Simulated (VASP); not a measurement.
Write the native input for VASP 6.6.1 that does the following.

```yaml
Task: band structure
Functional: PBE
Potentials_or_basis: VASP PAW PBE potentials, release 64 (Al, B, P)
Cutoff: 520 eV
k_mesh: 12 × 12 × 2
Occupations: gaussian, width 0.1 eV
Spin: no spin polarisation
Further_INCAR_settings: ALGO = Normal; EDIFF = 1e-06
```

Crystal: Al4B3P.

```
Al B P
1.0
     3.03932    0.00000    0.00000
    -1.51966    2.63213    0.00000
     0.00000    0.00000   23.81307
Al B P
8 6 2
Direct
  0.66667 0.33333 0.36025
  0.00000 0.00000 0.79238
  0.00000 0.00000 0.20762
  0.00000 0.00000 0.93063
  0.00000 0.00000 0.06937
  0.33333 0.66667 0.63975
  0.33333 0.66667 0.45356
  0.66667 0.33333 0.54644
  0.66667 0.33333 0.86299
  0.33333 0.66667 0.86040
  0.33333 0.66667 0.13701
  0.66667 0.33333 0.13960
  0.33333 0.66667 0.99935
  0.66667 0.33333 0.00065
  0.33333 0.66667 0.28180
  0.66667 0.33333 0.71820
```

The cell was built by a generator and needn't be a form met in nature.

These files were run (other wordings do the same):

POSCAR

```
Al4B3P
1.0
    3.0393210000      0.0000000000      0.0000000000
   -1.5196600000      2.6321290000      0.0000000000
    0.0000000000      0.0000000000     23.8130700000
Al B P
8 6 2
Direct
    0.6666670000      0.3333330000      0.3602500000
    0.0000000000      0.0000000000      0.7923770000
    0.0000000000      0.0000000000      0.2076230000
    0.0000000000      0.0000000000      0.9306340000
    0.0000000000      0.0000000000      0.0693660000
    0.3333330000      0.6666670000      0.6397500000
    0.3333330000      0.6666670000      0.4535610000
    0.6666670000      0.3333330000      0.5464390000
    0.6666670000      0.3333330000      0.8629890000
    0.3333330000      0.6666670000      0.8603960000
    0.3333330000      0.6666670000      0.1370110000
    0.6666670000      0.3333330000      0.1396040000
    0.3333330000      0.6666670000      0.9993510000
    0.6666670000      0.3333330000      0.0006490000
    0.3333330000      0.6666670000      0.2817990000
    0.6666670000      0.3333330000      0.7182010000
```

INCAR.step1

```
PREC = Accurate
ENCUT = 520
EDIFF = 1E-6
ISMEAR = 0
SIGMA = 0.1
LREAL = False
LASPH = True
NELM = 60
ALGO = Normal
ISIF = 2
LWAVE = False
LCHARG = True
GGA = PE
KPAR = 2
```

KPOINTS.step1

```
Automatic mesh
0
Gamma
  12 12 2
```

INCAR.step2

```
PREC = Accurate
ENCUT = 520
EDIFF = 1E-6
ISMEAR = 0
SIGMA = 0.05
LREAL = False
LASPH = True
NELM = 60
ALGO = Normal
ISIF = 2
LWAVE = False
LCHARG = False
GGA = PE
KPAR = 2
ICHARG = 11
```

KPOINTS.step2

```
path GMKGALHA,LM,KH
15
line-mode
reciprocal
 0.0000000000  0.0000000000  0.0000000000  G
 0.5000000000  0.0000000000  0.0000000000  M

 0.5000000000  0.0000000000  0.0000000000  M
 0.3333333333  0.3333333333  0.0000000000  K

 0.3333333333  0.3333333333  0.0000000000  K
 0.0000000000  0.0000000000  0.0000000000  G

 0.0000000000  0.0000000000  0.0000000000  G
 0.0000000000  0.0000000000  0.5000000000  A

 0.0000000000  0.0000000000  0.5000000000  A
 0.5000000000  0.0000000000  0.5000000000  L

 0.5000000000  0.0000000000  0.5000000000  L
 0.3333333333  0.3333333333  0.5000000000  H

 0.3333333333  0.3333333333  0.5000000000  H
 0.0000000000  0.0000000000  0.5000000000  A

 0.5000000000  0.0000000000  0.5000000000  L
 0.5000000000  0.0000000000  0.0000000000  M

 0.3333333333  0.3333333333  0.0000000000  K
 0.3333333333  0.3333333333  0.5000000000  H
```

Potentials or basis: VASP PAW PBE potentials, release 64 (Al, B, P).

Command:

```bash
$ cat potpaw_PBE.64/Al/POTCAR potpaw_PBE.64/B/POTCAR potpaw_PBE.64/P/POTCAR > POTCAR
$ cp INCAR.step1 INCAR
$ cp KPOINTS.step1 KPOINTS
$ mpirun -np 2 vasp_std > vasp.out
$ cp INCAR.step2 INCAR
$ cp KPOINTS.step2 KPOINTS
$ mpirun -np 2 vasp_std > vasp.out
```

It gave:

* Band gap along the path: none (metal or under the smearing width)

Caveat: the log is that of the step along the path at fixed density, whose energy, stress, charges and moments have no meaning.

Wall time 10 min on 2 MPI ranks on AMD EPYC 7R13 Processor (Zen 3), on a shared host, peak memory 0.75 GiB a rank.
